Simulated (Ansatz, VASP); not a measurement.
# Hf6SiO14 (amorphous 86HfO2-14SiO2 (mol %)): VASP beside Ansatz

Aim: how closely do two programs agree when they are given the same cell, functional and k mesh? Of the first pair: The structure shown is the start of the Ansatz relaxation below; VASP solves that cell, so the two are compared at the walk's first step.

Calculated with Ansatz 0.2.0; plane waves, with VASP 6.6.1 beside it; single point at PBE.

### Step 1. The starting structure

The cell holds 84 atoms: 24 Hf, 4 Si and 56 O. Its edges and angles: a = 10.532 Å, b = 10.532 Å, c = 10.532 Å, α = 90.0°, β = 90.0°, γ = 90.0°. As first built, before any earlier steps moved the atoms (in the runner's words): 84 atoms (24 Zr, 4 Si, 56 O) placed at random at 4.54 g/cm^3, melted at 5000 K for 10 ps at fixed volume with the Morse and Coulomb pair potential with partial charges (Pedone, Malavasi, Menziani, Cormack and Segre, J. Phys. Chem. B 110, 11780 (2006)). Quenched from 5000 K to 300 K at 50 K/ps and fixed volume, held 5 ps, then minimised at fixed cell. Then Zr was replaced by Hf (the potential has no terms for the new elements, so the cell is a start for a DFT relaxation).

### Step 2. Ansatz: relaxation, PBE

Ansatz runs on its default PAW (the set named soft_2) files.

The two programs are compared at the cell with which this relaxation starts, whose forces are those of its first step.

input.yaml reads:

```yaml
crystal:
  lattice:
    - [10.5321, 0.0, 0.0]
    - [0.0, 10.5321, 0.0]
    - [0.0, 0.0, 10.5321]
  atoms:
    - { symbol: Hf, position: [0.74508, 0.26436, 0.58417] }
    - { symbol: Hf, position: [0.98773, 0.98075, 0.40539] }
    - { symbol: Hf, position: [0.91271, 0.86059, 0.08269] }
    - { symbol: Hf, position: [0.55703, 0.9206, 0.06876] }
    - { symbol: Hf, position: [0.34934, 0.531, 0.62655] }
    - { symbol: Hf, position: [0.39295, 0.66071, 0.92017] }
    - { symbol: Hf, position: [0.9704, 0.06372, 0.77701] }
    - { symbol: Hf, position: [0.22938, 0.45217, 0.19962] }
    - { symbol: Hf, position: [0.07472, 0.64879, 0.36872] }
    - { symbol: Hf, position: [0.12362, 0.75617, 0.66398] }
    - { symbol: Hf, position: [0.23388, 0.34084, 0.91209] }
    - { symbol: Hf, position: [0.90992, 0.49784, 0.05344] }
    - { symbol: Hf, position: [0.0293, 0.14535, 0.13233] }
    - { symbol: Hf, position: [0.25331, 0.99068, 0.91038] }
    - { symbol: Hf, position: [0.43019, 0.22328, 0.64357] }
    - { symbol: Hf, position: [0.60876, 0.66285, 0.20299] }
    - { symbol: Hf, position: [0.24419, 0.83442, 0.18764] }
    - { symbol: Hf, position: [0.85207, 0.40623, 0.31405] }
    - { symbol: Hf, position: [0.10835, 0.25044, 0.49513] }
    - { symbol: Hf, position: [0.93747, 0.42668, 0.76218] }
    - { symbol: Hf, position: [0.51748, 0.19233, 0.09876] }
    - { symbol: Hf, position: [0.59607, 0.42014, 0.90198] }
    - { symbol: Hf, position: [0.59786, 0.97637, 0.77305] }
    - { symbol: Hf, position: [0.61496, 0.99136, 0.41045] }
    - { symbol: Si, position: [0.28975, 0.98016, 0.47943] }
    - { symbol: Si, position: [0.8456, 0.59653, 0.57648] }
    - { symbol: Si, position: [0.51846, 0.38568, 0.36912] }
    - { symbol: Si, position: [0.5933, 0.74478, 0.52835] }
    - { symbol: O, position: [0.15429, 0.15903, 0.86281] }
    - { symbol: O, position: [0.26269, 0.65312, 0.76531] }
    - { symbol: O, position: [0.91345, 0.3103, 0.15078] }
    - { symbol: O, position: [0.62398, 0.7838, 0.37602] }
    - { symbol: O, position: [0.71641, 0.81432, 0.11255] }
    - { symbol: O, position: [0.42151, 0.97154, 0.41327] }
    - { symbol: O, position: [0.45047, 0.79211, 0.17001] }
    - { symbol: O, position: [0.07417, 0.14927, 0.32867] }
    - { symbol: O, position: [0.15277, 0.98958, 0.09309] }
    - { symbol: O, position: [0.03058, 0.50901, 0.2213] }
    - { symbol: O, position: [0.01131, 0.80012, 0.49423] }
    - { symbol: O, position: [0.95845, 0.62062, 0.68038] }
    - { symbol: O, position: [0.94146, 0.03436, 0.97569] }
    - { symbol: O, position: [0.41418, 0.06309, 0.76621] }
    - { symbol: O, position: [0.48385, 0.54001, 0.78801] }
    - { symbol: O, position: [0.44897, 0.38108, 0.5104] }
    - { symbol: O, position: [0.90534, 0.56334, 0.43709] }
    - { symbol: O, position: [0.0385, 0.78545, 0.2253] }
    - { symbol: O, position: [0.93616, 0.6854, 0.00026] }
    - { symbol: O, position: [0.27649, 0.80504, 0.98926] }
    - { symbol: O, position: [0.04823, 0.42368, 0.92193] }
    - { symbol: O, position: [0.6498, 0.32904, 0.06843] }
    - { symbol: O, position: [0.58338, 0.88226, 0.59667] }
    - { symbol: O, position: [0.24039, 0.64488, 0.25645] }
    - { symbol: O, position: [0.77524, 0.54846, 0.1989] }
    - { symbol: O, position: [0.8004, 0.01854, 0.45376] }
    - { symbol: O, position: [0.79336, 0.4662, 0.89335] }
    - { symbol: O, position: [0.28253, 0.13723, 0.52811] }
    - { symbol: O, position: [0.19481, 0.3881, 0.38063] }
    - { symbol: O, position: [0.45763, 0.29257, 0.26434] }
    - { symbol: O, position: [0.51784, 0.52234, 0.30736] }
    - { symbol: O, position: [0.07976, 0.37289, 0.64298] }
    - { symbol: O, position: [0.1917, 0.61998, 0.52834] }
    - { symbol: O, position: [0.60067, 0.29619, 0.73381] }
    - { symbol: O, position: [0.18189, 0.28434, 0.10096] }
    - { symbol: O, position: [0.39501, 0.03839, 0.04901] }
    - { symbol: O, position: [0.79177, 0.9817, 0.75139] }
    - { symbol: O, position: [0.28648, 0.5115, 0.01583] }
    - { symbol: O, position: [0.58762, 0.14267, 0.54498] }
    - { symbol: O, position: [0.42766, 0.30283, 0.95852] }
    - { symbol: O, position: [0.03598, 0.07663, 0.58092] }
    - { symbol: O, position: [0.67271, 0.3537, 0.40038] }
    - { symbol: O, position: [0.47755, 0.65809, 0.54818] }
    - { symbol: O, position: [0.90759, 0.29023, 0.46131] }
    - { symbol: O, position: [0.26008, 0.88576, 0.5907] }
    - { symbol: O, position: [0.51706, 0.83256, 0.89107] }
    - { symbol: O, position: [0.31511, 0.35797, 0.72945] }
    - { symbol: O, position: [0.79654, 0.45667, 0.62401] }
    - { symbol: O, position: [0.61664, 0.06632, 0.9527] }
    - { symbol: O, position: [0.87689, 0.23672, 0.73613] }
    - { symbol: O, position: [0.19434, 0.93002, 0.3642] }
    - { symbol: O, position: [0.5487, 0.58763, 0.02542] }
    - { symbol: O, position: [0.59392, 0.04784, 0.21901] }
    - { symbol: O, position: [0.10156, 0.9094, 0.79531] }
    - { symbol: O, position: [0.72646, 0.68248, 0.57068] }
    - { symbol: O, position: [0.9135, 0.00103, 0.22034] }
kpoints:
  mp_grid: { grid: [1, 1, 1] }
hamiltonian:
  xc: pbe
scf:
  occupations: { method: fermi_dirac, width: 0.025 }
output:
  forces: true
relax:
  f_tol: 0.04
  max_steps: 250
  cell: {}
```

Run with:

```bash
$ ansatz run input.yaml --threads 4 --pin off --max-ram 8192MiB --backend cpu --events-out ev --progress --plain --runs-dir out
```

Numbers of over 12 decimals in the logs are rounded to 6 here.

Output:

```text
Engine: ansatz 0.2.0, x86_64-unknown-linux-gnu
Pseudopotentials: kind: paw
Pseudopotential: Hf, paw, valence charge 26, recommended cutoff 420 eV (normal), Hf.paw.azcp
Pseudopotential: Si, paw, valence charge 4, recommended cutoff 420 eV (normal), Si.paw.azcp
Pseudopotential: O, paw, valence charge 6, recommended cutoff 420 eV (normal), O.paw.azcp
Functional definition: PBE
  parameter kappa = 0.804
  parameter beta = 0.066725
  exchange = pbe_x(kappa = kappa, mu = beta*pi^2/3)
  correlation = pbe_c(beta = beta)
Crystal: 84 atoms, lattice volume = 1168.275 Å³
Basis set: ecut = 420 eV, 22887 PW (Γ), exchange–correlation on 144×144×144 points (8 copies of the dense FFT grid, shifted against one another)
Bands: 586, of which v1, the nominal top of the filled ones, is band 488 counted from 1 (487 counted from 0)
Symmetry: 1 space group operations
Space group: P1 (ITA 1), of the structure as read, at distance tolerance 1.1e-4 Å
k-points: 1
Non-local potential: Hf, projectors of the file, l = 0: 3, l = 1: 2, l = 2: 2, l = 3: 3
Non-local potential: Si, projectors of the file, l = 0: 2, l = 1: 2, l = 2: 2
Non-local potential: O, projectors of the file, l = 0: 2, l = 1: 2, l = 2: 1
PAW form: soft (Blöchl's): semilocal exchange-correlation on the pseudo side does not see the compensation charge
PAW one-centre angular grid: Hf, 590 points (default); XC on 64 Gauss nodes
PAW one-centre angular grid: Si, 110 points (default); XC on 64 Gauss nodes
PAW one-centre angular grid: O, 110 points (default); XC on 64 Gauss nodes
Initial density: superposition of atomic densities (neutral atoms: chi_scale 0, normalization atom), corrected by the library's trained network
Initial wavefunctions: pseudopotential atomic-orbital guess
Functional: x = pbe(κ = 0.804, μ = 0.219515), c = pbe(β = 0.066725)
SCF iter   1: F=—  HF=-411757.795010 eV  |F-HF|=—  |Δ(HF+E_count)|=         —  Δρ=4.17e-3  dr2=1.96e-1  ethr=1.77e-3  ⟨swp⟩=6.0  Hψ=2084  notcnv=0  defer=67
preconditioner: auto → Resta (q_TF=auto, 2.648 Å⁻¹)  ε∞=4.7  [insulator: Δε(μ)=3.241 eV  Ē_g=17.165 eV  σ=0.025 eV  W_gap=1.00  n_scr=364 (ndim 8)  ℏωp=33.1 eV  f_vac=0.153  D(μ)=0.00/eV (n_scr^D=0)  ε∞_Penn≈4.7]
SCF iter   2: F=—  HF=-411757.777054 eV  |F-HF|=—  |Δ(HF+E_count)|=   1.80e-2  Δρ=2.05e-3  dr2=3.64e-2  ethr=2.01e-5  ⟨swp⟩=2.0  Hψ=1018  notcnv=0  defer=93
SCF iter   3: F=—  HF=-411757.777589 eV  |F-HF|=—  |Δ(HF+E_count)|=   5.34e-4  Δρ=9.57e-4  dr2=1.28e-2  ethr=3.73e-6  ⟨swp⟩=2.0  Hψ=832  notcnv=0  defer=93
SCF iter   4: F=—  HF=-411757.778292 eV  |F-HF|=—  |Δ(HF+E_count)|=   7.03e-4  Δρ=2.97e-4  dr2=1.41e-3  ethr=1.31e-6  ⟨swp⟩=2.0  Hψ=836  notcnv=0  defer=93
SCF iter   5: F=—  HF=-411757.778178 eV  |F-HF|=—  |Δ(HF+E_count)|=   1.13e-4  Δρ=1.67e-4  dr2=3.83e-4  ethr=1.44e-7  ⟨swp⟩=2.0  Hψ=980  notcnv=0  defer=93
SCF iter   6: F=—  HF=-411757.778295 eV  |F-HF|=—  |Δ(HF+E_count)|=   1.17e-4  Δρ=6.53e-5  dr2=6.59e-5  ethr=3.92e-8  ⟨swp⟩=2.0  Hψ=835  notcnv=0  defer=93
SCF iter   7: F=—  HF=-411757.780441 eV  |F-HF|=—  |Δ(HF+E_count)|=   2.15e-3  Δρ=3.50e-5  dr2=1.67e-5  ethr=6.76e-9  ⟨swp⟩=2.0  Hψ=1073  notcnv=0  defer=93
SCF iter   8: F=—  HF=-411757.780447 eV  |F-HF|=—  |Δ(HF+E_count)|=   5.20e-6  Δρ=1.15e-5  dr2=2.43e-6  ethr=1.71e-9  ⟨swp⟩=2.0  Hψ=980  notcnv=0  defer=93
SCF iter   9: F=—  HF=-411757.780449 eV  |F-HF|=—  |Δ(HF+E_count)|=   2.11e-6  Δρ=8.06e-6  dr2=7.85e-7  ethr=2.49e-10  ⟨swp⟩=2.0  Hψ=979  notcnv=0  defer=93
SCF iter  10: F=—  HF=-411757.780449 eV  |F-HF|=—  |Δ(HF+E_count)|=   1.63e-7  Δρ=2.63e-6  dr2=1.11e-7  ethr=8.04e-11  ⟨swp⟩=2.0  Hψ=885  notcnv=0  defer=93
SCF iter  11: F=-411757.780449 eV  HF=-411757.780449 eV  |F-HF|=2.77e-8  |Δ(HF+E_count)|=   1.01e-7  Δρ=2.29e-6  dr2=5.81e-8  ethr=1.02e-11  ⟨swp⟩=4.0  Hψ=1881  notcnv=0
SCF 1 converged in 11 iterations: F = -411757.780449 eV  dr2 = 5.81e-8
  greatest PAW one-centre occupation: 0.999 electrons in one spin orbital (limit 2), on the Hf atom at site 15 (counted from 0), in its partial waves of l = 0
relax step   1: F+E_penalty+E_count = -411757.78044899 eV  Δ(F+E_penalty+E_count) = +0.000e0 eV  max|allowed force component| = 2.638e0 eV/Å  Δτ_max = 0.0000 Å  P = -7.159 GPa  Ω = 1168.275 Å³  (11 SCF iters, dr2 threshold 1.00e-7 eV, accepted)
Crystal: 84 atoms, lattice volume = 1082.560 Å³
Basis set: ecut = 420 eV, 21151 PW (Γ), exchange–correlation on 144×144×144 points (8 copies of the dense FFT grid, shifted against one another)
Initial density: handed on by an earlier stage of this run
Initial wavefunctions: those handed on with the density
iter 1 solved again at ethr=3.98e-4 eV; its pass at ethr=3.10e-3 eV (dr2=3.89e0 eV) is discarded
SCF iter   1: F=—  HF=-411761.791536 eV  |F-HF|=—  |Δ(HF+E_count)|=         —  Δρ=2.19e-2  dr2=3.91e0  ethr=3.98e-4  ⟨swp⟩=8.0  Hψ=2529  notcnv=0
[...]
atom  62  O     -0.00070027    -0.00128986    -0.00166179
  atom  63  O      0.00076977     0.00138800     0.00075579
  atom  64  O      0.00173911     0.00067352    -0.00009832
  atom  65  O     -0.00525374    -0.00012632     0.00032806
  atom  66  O      0.00120804     0.00241517    -0.00137140
  atom  67  O      0.00343514    -0.00217388     0.00074224
  atom  68  O      0.00314714    -0.00280582     0.00134914
  atom  69  O     -0.00024574     0.00010842    -0.00011667
  atom  70  O     -0.00535482     0.00144536    -0.00195916
  atom  71  O     -0.00277590    -0.00039519    -0.00061089
  atom  72  O     -0.00105664     0.00152126     0.00044544
  atom  73  O      0.00149438     0.00223699    -0.00345508
  atom  74  O     -0.00020324    -0.00027561     0.00147785
  atom  75  O      0.00258417    -0.00120786    -0.00146356
  atom  76  O      0.00062883    -0.00348282    -0.00273555
  atom  77  O      0.00057907    -0.00040406     0.00088415
  atom  78  O     -0.00127280    -0.00103849    -0.00213716
  atom  79  O      0.00402780     0.00016799    -0.00171018
  atom  80  O     -0.00072797     0.00215350     0.00086007
  atom  81  O     -0.00007700    -0.00032650     0.00078487
  atom  82  O      0.00311562     0.00255678     0.00026484
  atom  83  O      0.00060422    -0.00030608    -0.00103522
  atom  84  O      0.00106429    -0.00152847     0.00055143
  max |Σ_I F_I| component: 7.85e-6 eV/Å
--- Stress (GPa, compression-positive) ---
       -0.021528      -0.013154      -0.002921
       -0.013153      -0.011827      -0.006542
       -0.002921      -0.006542      -0.031451
  P = ⅓ Tr σ = -0.0216 GPa (-0.216 kbar)
--- Relaxed structure (16 steps of the walk, 16 accepted, 2 SCFs on fresh bases) ---
  F+E_penalty+E_count = -411763.40749420 eV   max|allowed force component| = 7.540e-3 eV/Å   (the final SCF, on the basis selected at the relaxed cell)
  cell:  # Å, volume = 1079.7663 Å³
    - [10.313353, -0.326515, 0.087725]
    - [-0.326515, 10.345552, -0.102192]
    - [0.087725, -0.102192, 10.131725]
  atoms:
    - { symbol: Hf, position: [0.749821, 0.237173, 0.572795] }
    - { symbol: Hf, position: [0.971256, 0.991497, 0.398555] }
    - { symbol: Hf, position: [0.930540, 0.874525, 0.088263] }
    - { symbol: Hf, position: [0.587779, 0.911078, 0.054739] }
    - { symbol: Hf, position: [0.307472, 0.512497, 0.609329] }
    - { symbol: Hf, position: [0.399213, 0.659848, 0.914986] }
    - { symbol: Hf, position: [0.948609, 0.053658, 0.771094] }
    - { symbol: Hf, position: [0.237270, 0.484616, 0.230366] }
    - { symbol: Hf, position: [0.059401, 0.695268, 0.374013] }
    - { symbol: Hf, position: [0.124942, 0.763064, 0.670513] }
    - { symbol: Hf, position: [0.251635, 0.353842, 0.931255] }
    - { symbol: Hf, position: [0.927958, 0.517940, 0.044512] }
    - { symbol: Hf, position: [0.037291, 0.164106, 0.120816] }
    - { symbol: Hf, position: [0.250105, 0.992252, 0.914213] }
    - { symbol: Hf, position: [0.428186, 0.219088, 0.656997] }
    - { symbol: Hf, position: [0.618657, 0.640727, 0.188948] }
    - { symbol: Hf, position: [0.289533, 0.868656, 0.185803] }
    - { symbol: Hf, position: [0.862792, 0.405441, 0.315004] }
    - { symbol: Hf, position: [0.125000, 0.252608, 0.494033] }
    - { symbol: Hf, position: [0.954414, 0.423059, 0.750909] }
    - { symbol: Hf, position: [0.525684, 0.190052, 0.099590] }
    - { symbol: Hf, position: [0.606653, 0.415318, 0.894553] }
    - { symbol: Hf, position: [0.583985, 0.980057, 0.758821] }
    - { symbol: Hf, position: [0.610584, 0.977940, 0.401584] }
    - { symbol: Si, position: [0.286440, 0.972531, 0.470446] }
    - { symbol: Si, position: [0.830942, 0.590617, 0.587577] }
    - { symbol: Si, position: [0.521492, 0.370964, 0.371806] }
    - { symbol: Si, position: [0.578998, 0.724351, 0.523467] }
    - { symbol: O, position: [0.156275, 0.165853, 0.928409] }
    - { symbol: O, position: [0.252611, 0.640227, 0.762503] }
    - { symbol: O, position: [0.918906, 0.316599, 0.147113] }
    - { symbol: O, position: [0.626582, 0.769026, 0.370204] }
    - { symbol: O, position: [0.735119, 0.805120, 0.098533] }
    - { symbol: O, position: [0.407981, 0.947487, 0.365555] }
    - { symbol: O, position: [0.467020, 0.771745, 0.141394] }
    - { symbol: O, position: [0.090466, 0.157264, 0.322241] }
    - { symbol: O, position: [0.135022, 0.965512, 0.098317] }
    - { symbol: O, position: [0.041557, 0.517590, 0.247625] }
    - { symbol: O, position: [-0.000499526, 0.821391, 0.527710] }
    - { symbol: O, position: [0.946999, 0.624683, 0.695504] }
    - { symbol: O, position: [0.925311, 0.041483, 0.970313] }
    - { symbol: O, position: [0.397277, 0.057991, 0.777231] }
    - { symbol: O, position: [0.454138, 0.510764, 0.790656] }
    - { symbol: O, position: [0.460121, 0.370186, 0.522682] }
    - { symbol: O, position: [0.890326, 0.579336, 0.436716] }
    - { symbol: O, position: [-0.049800, 0.816650, 0.277522] }
    - { symbol: O, position: [0.979596, 0.699221, 0.020330] }
    - { symbol: O, position: [0.277667, 0.808124, 0.975286] }
    - { symbol: O, position: [0.061204, 0.431586, 0.916545] }
    - { symbol: O, position: [0.657965, 0.323058, 0.053859] }
    - { symbol: O, position: [0.561026, 0.870058, 0.583187] }
    - { symbol: O, position: [0.226526, 0.689769, 0.250500] }
[...]
- { symbol: O, position: [0.617480, 0.066244, 0.941279] }
    - { symbol: O, position: [0.882999, 0.235117, 0.730880] }
    - { symbol: O, position: [0.172796, 0.923136, 0.362030] }
    - { symbol: O, position: [0.567455, 0.580794, 0.00658051] }
    - { symbol: O, position: [0.614673, 0.038982, 0.212711] }
    - { symbol: O, position: [0.092991, 0.918982, 0.800311] }
    - { symbol: O, position: [0.704359, 0.673158, 0.598838] }
    - { symbol: O, position: [0.905960, 0.037116, 0.215351] }
```

The column dr2 measures how far the density is from self-consistency, as an energy; F and HF (Harris–Foulkes) agree once it is small.

[end of part 1 of 3]

[Lines on the potential files, build, host, timing and source positions are cut from VASP's logs without a mark.]

[Logs are printed without paths, hosts, clocks, repeated set-up lines and the standing remarks that a program may print on its own settings, such as how far it seeks lower states.]

[Hosts, paths, dates, database ids (printed as entryN), source tags and the programs' standing remarks are cut or masked in the printed files.]
